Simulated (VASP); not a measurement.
The system is TiN.

```
CELL_PARAMETERS angstrom
0.00000 2.12425 2.12425
2.12425 0.00000 2.12425
2.12425 2.12425 0.00000
ATOMIC_POSITIONS crystal
Ti 0.00000 0.00000 0.00000
N 0.50000 0.50000 0.50000
```

The cell was built by a generator and needn't be a form met in nature.

Base run:

- Program: VASP 6.6.1
- Functional: PBEsol
- Potentials or basis: VASP PAW PBE potentials, release 64 (Ti_sv, N)
- Cutoff: 520 eV
- k mesh: 18 × 18 × 18
- Occupations: methfessel-paxton, width 0.1 eV
- Spin: no spin polarisation

Its results: band gap on the k mesh none (metal or under the smearing width); pressure -8.4 GPa.

Q: The run is repeated on the same cell with these changes: functional from PBEsol to LDA; potentials or basis from VASP PAW PBE potentials, release 64 (Ti_sv, N) to VASP PAW LDA potentials, release 64 (Ti_sv, N). What comes out?

A: Band gap on the k mesh none (metal or under the smearing width); pressure -14.7 GPa.

Caveats: the PAW data sets were made with another functional, which shifts forces and pressure a little (some runs).
